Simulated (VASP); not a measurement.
Consider the following.

```
ZrSe2
1.0
    1.88042    -3.25699     0.00000
    1.88042     3.25699     0.00000
    0.00000     0.00000     6.14271
Zr Se
1 2
Direct
  0.00000   0.00000   0.00000
  0.33333   0.66667   0.25889
  0.66667   0.33333   0.74111
```

Method: PBE GGA with D4 dispersion, VASP's PBE PAW potentials (set 64) (plane waves; VASP). Settings: 520 eV cut-off, 8×8×4 Γ-centred mesh, tetrahedra with Blöchl corrections, potentials Zr_sv Se.

Estimate the energy per atom (σ→0).

```json
{
 "energy per atom (σ→0)": "-6.834 eV/atom"
}
```

The compound is ZrSe2 in the 1T layered structure. It was relaxed first.
